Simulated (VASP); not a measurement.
An input for Ansatz (written as the equivalent of a VASP run, and not itself run):

Ansatz 0.2 input:
```yaml
crystal:
  lattice:
    - [4.2739150, 0.0000000, 0.0000000]
    - [0.0000000, 4.2739150, 0.0000000]
    - [0.0000000, 0.0000000, 7.5255390]
  atoms:
    - { symbol: La, position: [0.0000000, 0.5000000, 0.0000000] }
    - { symbol: La, position: [0.5000000, 0.0000000, 0.5000000] }
    - { symbol: P, position: [0.0000000, 0.0000000, 0.2500000] }
    - { symbol: P, position: [0.0000000, 0.0000000, 0.7500000] }
kpoints:
  mp_grid: { grid: [5, 5, 3] }
hamiltonian:
  xc: pbe
  pseudopotentials: { kind: paw }
scf:
  occupations: { method: gaussian, width: 0.05 }
  max_iter: 100
output: { forces: true, stress: true, eigenvalues: true }
```

### Question
Translate this input to VASP (INCAR, KPOINTS, POSCAR, choice of POTCAR).

### Answer
One answer among several that fit: 
**INCAR**
```
! general
SYSTEM   =  LaP
PREC     =  Accurate
ENCUT    =  400   ! plane-wave cut-off (eV)
LREAL    =  .FALSE.
LASPH    =  .TRUE.   ! aspherical one-centre terms

! electronic loop
EDIFF    =  1E-6   ! SCF stop (eV)
NELM     =  100
ALGO     =  Damped
LMAXMIX  =  6   ! l cut-off of mixed one-centre charges

! smearing
ISMEAR   =  0   ! Gaussian
SIGMA    =  0.05   ! width (eV)

! functional
GGA      =  PE   ! PBE

! ions
ISIF     =  2   ! forces and stress, cell fixed

! output
LWAVE    =  .FALSE.
LCHARG   =  .FALSE.
```

File POSCAR:
```
LaP
1
    4.2739150000     0.0000000000     0.0000000000
    0.0000000000     4.2739150000     0.0000000000
    0.0000000000     0.0000000000     7.5255390000
La P
2 2
Direct
  0.0000000000   0.5000000000   0.0000000000
  0.5000000000   0.0000000000   0.5000000000
  0.0000000000   0.0000000000   0.2500000000
  0.0000000000   0.0000000000   0.7500000000
```

### KPOINTS
```
Automatic mesh
0
Gamma
5 5 3
0 0 0
```

POTCAR, in this order: La P (PBE.64 set). Program: vasp_std.

The two are equivalent in intent, not identical: each code has its own PAW files, so the cut-off isn't converted (ENCUT is set for VASP's; basis.ecutwfc is left out, and Ansatz then takes the one that its files recommend); Ansatz stops its SCF on the density residual and VASP on the energy change (EDIFF).

The structure was generated: LaP was put into the PtS type (P4_2/mmc), which need not be its known phase. The cell was not relaxed at this level. The run is one of a series of settings (ALGO = Damped against the base run), some of them coarse on purpose.
